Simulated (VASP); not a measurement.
MnO$_{2}$ (rutile) is relaxed at rising pressure, each step from the one before. Symmetry mostly holds the structure type, and other phases were not tried. The mesh follows the cell, and a change of mesh leaves a small step in the series.

Given:

```yaml
crystal:
  lattice:
    - [4.37317, 0.00000, 0.00000]
    - [0.00000, 4.37317, 0.00000]
    - [0.00000, 0.00000, 2.83373]
  atoms:
    - { symbol: Mn, position: [0.00000, 0.00000, 0.00000], spin: 2.4 }
    - { symbol: Mn, position: [0.50000, 0.50000, 0.50000], spin: -2.4 }
    - { symbol: O, position: [0.30349, 0.30349, 0.00000] }
    - { symbol: O, position: [0.80349, 0.19651, 0.50000] }
    - { symbol: O, position: [0.19651, 0.80349, 0.50000] }
    - { symbol: O, position: [0.69651, 0.69651, 0.00000] }
```

All values below come from PBEsol GGA, VASP's PBE PAW potentials (set 64) (plane waves; VASP 6.6.1). Numerical set-up: 620 eV cut-off, 7×7×11 Γ-centred mesh, first-order Methfessel-Paxton smearing of 0.10 eV, potentials Mn_pv O.

```csv
P (GPa),V (Å³/atom),H − H(0) (eV/atom),space group,gap on the mesh (eV),k-mesh
0,9.03,0.000,P4_2/mnm,0.00,7×7×11
5,8.85,0.280,P4_2/mnm,0.00,7×7×11
10,8.70,0.554,P4_2/mnm,0.00,7×7×11
20,8.42,1.089,P4_2/mnm,0.00,7×7×11
30,8.19,1.609,P4_2/mnm,0.00,7×7×11
45,7.90,2.363,P4_2/mnm,0.00,7×7×11
```

Pressures at which the relaxation failed are left out.

The compound is MnO2 in the rutile structure. The spin order is the one that the start imposed; others were not tried in this run.
